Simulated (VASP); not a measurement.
Data:

```xyz
6
Lattice="1.8946 -7.4875 0.0000 1.8946 7.4875 0.0000 0.0000 0.0000 3.7606" Properties=species:S:1:pos:R:3 pbc="T T T"
Ge     1.8946     3.7438     0.9402
Ge     1.8946    -3.7437     2.8205
Ge     1.8946    -0.8835     0.9402
Ge     1.8947     0.8835     2.8205
Zr     1.8946    -5.9002     0.9402
Zr     1.8946     5.9002     2.8205
```

All values below come from LDA (Ceperley-Alder, Perdew-Zunger), VASP's LDA PAW potentials (set 64) (plane waves; VASP 6.6.1). Run with 300 eV cut-off, 4×4×4 Γ-centred mesh, Fermi-Dirac smearing of 0.10 eV, potentials Ge_d Zr_sv.

At this cut-off the stress carries a Pulay error, which pulls relaxed volumes low.

Problem. What does the run give for the energy per atom (σ→0), pressure, band gap (on the k-mesh) with the smallest direct gap where there is one?

Solution. 
| Item | Value |
|---|---|
| band gap (on the k-mesh) | none (metal, semimetal or under 0.01 eV) |
| energy per atom (σ→0) | -7.257 eV/atom |
| pressure | -3.77 GPa |

The structure comes from a measured ZrGe2 entry of the Crystallography Open Database, whose conditions weren't checked. The cell was not relaxed at this level. The k-mesh is coarse (spacing up to 0.43 per Å, 2π included), so the numbers may not be converged in it.
